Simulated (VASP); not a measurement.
Data:

```
FePt
1.0
    2.74793     0.00000     0.00000
    0.00000     2.74793     0.00000
    0.00000     0.00000     3.77457
Fe Pt
1 1
Direct
  0.00000   0.00000   0.00000
  0.50000   0.50000   0.50000
```
Starting moments (μB, in the order of the record's atoms Fe Pt): 3.0 0.3.

Calculation: revPBE GGA, VASP's PBE PAW potentials (set 64) (plane waves; VASP). Run with 520 eV cut-off, Gaussian smearing of 0.050 eV, potentials Fe Pt.

Unless said otherwise, spin-orbit coupling is left out, though it shifts the bands of the heavy elements here.

Problem. What does the run give for the cell moment, band gap (along the path) with the smallest direct gap where there is one?

Solution. 
The band gap (along the path) comes out as none (metal, semimetal or under 0.01 eV) and the cell moment is 3.34 μB.

The absolute energy has meaning only against runs of the same code, potentials and settings.

The compound is FePt in the L1_0 structure. It was relaxed first.
